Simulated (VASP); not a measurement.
Consider the following.

```
CELL_PARAMETERS angstrom
      6.06651     0.00000     0.00000
      0.00000     6.06651     0.00000
      0.00000     0.00000     6.06651
ATOMIC_POSITIONS crystal
  Hg 0.99431 0.99431 0.99431
  Hg 0.50569 0.50569 0.99431
  Hg 0.50569 0.99431 0.50569
  Hg 0.99431 0.50569 0.50569
  Se 0.25000 0.25000 0.25000
  S  0.75000 0.75000 0.25000
  S  0.75000 0.25000 0.75000
  S  0.25000 0.75000 0.75000
```

Method: PBE GGA, VASP's PBE PAW potentials (set 64) (plane waves; VASP). Settings: 400 eV cut-off, 4×4×4 Γ-centred mesh, Gaussian smearing of 0.050 eV, potentials Hg Se S.

Unless said otherwise, spin-orbit coupling is left out, though it shifts the bands of the heavy elements here.

### Question
What does the run give for the energy per atom (σ→0), band gap (on the k-mesh) with the smallest direct gap where there is one?

### Answer

band gap (on the k-mesh): none (metal, semimetal or under 0.01 eV)
energy per atom (σ→0): -2.215 eV/atom

The absolute energy has meaning only against runs of the same code, potentials and settings.

The structure was generated: Hg4S3Se was put into an ordered model structure (P-43m), which need not be its known phase. It was relaxed first, which changed the volume by +8 %.
